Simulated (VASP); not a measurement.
```
BeS
1.0
    4.84032     0.00000     0.00000
    0.00000     3.42262     0.00000
    0.00000     0.00000    25.17644
Be S
6 6
Cartesian
  0.00000   0.00000  16.86650
  2.42016   1.71131  15.15518
  0.00000   0.00000  13.44387
  2.42016   1.71131  11.73257
  0.00000   0.00000  10.02125
  2.42016   1.71131   8.30994
  1.21008   0.00000  15.15518
  3.63024   1.71131  16.86650
  1.21008   0.00000  11.73257
  3.63024   1.71131  13.44387
  1.21008   0.00000   8.30994
  3.63024   1.71131  10.02125
```

Level of theory: PBEsol GGA, VASP's PBE PAW potentials (set 64) (plane waves; VASP). Numerical set-up: PREC = Normal, EDIFF = 1E-5, 400 eV cut-off, 4×6×1 Γ-centred mesh, Gaussian smearing of 0.050 eV, potentials Be S.

Question: The ions are relaxed. Predict the relaxed structure.

Answer: 
```
BeS
1.0
    4.84032     0.00000     0.00000
    0.00000     3.42262     0.00000
    0.00000     0.00000    25.17644
Be S
6 6
Cartesian
  4.57268   0.00000  16.48011
  2.49363   1.71131  15.22603
  0.06775   0.00000  13.42188
  2.48791   1.71131  11.75456
  0.07347   0.00000   9.95040
  2.15252   1.71131   8.69633
  1.27851   0.00000  15.15423
  3.63073   1.71131  16.97764
  1.26756   0.00000  11.71394
  3.68772   1.71131  13.46249
  1.21057   0.00000   8.19879
  3.69867   1.71131  10.02221
```

Question: How much energy does the relaxation gain?

Answer: The energy (σ→0) changes by -91.0 meV/atom, in 16 ionic steps.

The cell is a thin slab with vacuum, built from BeS (zinc blende): (110) face.
